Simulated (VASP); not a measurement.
Data:

```
CELL_PARAMETERS angstrom
      3.30762     0.00000     0.00000
      0.00000     3.30762     0.00000
      0.00000     0.00000     3.30762
ATOMIC_POSITIONS crystal
  In 0.50000 0.50000 0.50000
  Pd 0.00000 0.00000 0.00000
```

The numbers are results of optB88-vdW, VASP's PBE PAW potentials (set 64) (plane waves; VASP), not measurements. Run with 520 eV cut-off, 12×12×12 Γ-centred mesh, tetrahedra with Blöchl corrections, potentials In_d Pd.

Unless said otherwise, spin-orbit coupling is left out, though it shifts the bands of the heavy elements here.

Problem. Estimate the energy per atom (σ→0), band gap (on the k-mesh) with the smallest direct gap where there is one.

Solution. 
| Quantity | Result |
|---|---|
| band gap (on the k-mesh) | none (metal, semimetal or under 0.01 eV) |
| energy per atom (σ→0) | -1.242 eV/atom |

Only differences to runs with the same potentials and settings are physical.

The compound is PdIn in the CsCl type structure. It was relaxed first, which changed the volume by +5 %. The electron count is odd and the run is not spin-polarised, which forces a metal.
